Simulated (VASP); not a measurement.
Data:

```
InPd
1.0
    3.27943     0.00000     0.00000
    0.00000     3.28653     0.00000
    0.00000     0.00000     3.18348
In Pd
1 1
Cartesian
  1.63972   1.64326   1.59174
  0.08614   0.00000   0.00000
```
Cell charge +0.02.

Level of theory: PBE GGA, VASP's PBE PAW potentials (set 64) (plane waves; VASP). Settings: NELECT = 22.98, 400 eV cut-off, 10×10×10 Γ-centred mesh, Gaussian smearing of 0.050 eV, potentials In_d Pd.

The cell is charged, with a uniform compensating background. Unless said otherwise, spin-orbit coupling is left out, though it shifts the bands of the heavy elements here.

### Question
Estimate the energy per atom (σ→0), pressure, largest force, band gap (on the k-mesh) with the smallest direct gap where there is one.

### Answer

- band gap (on the k-mesh): none (metal, semimetal or under 0.01 eV)
- energy per atom (σ→0): -4.455 eV/atom
- pressure: 5.48 GPa
- largest force: 0.416 eV/Å

Only differences to runs with the same potentials and settings are physical.

The compound is PdIn in the CsCl type structure. The cell was not relaxed at this level, atoms are displaced from their ideal sites. The run is one of a series of settings (ISMEAR = 0, NELECT = 22.98, SIGMA = 0.05 against the base run), some of them coarse on purpose. The electron count is odd and the run is not spin-polarised, which forces a metal.
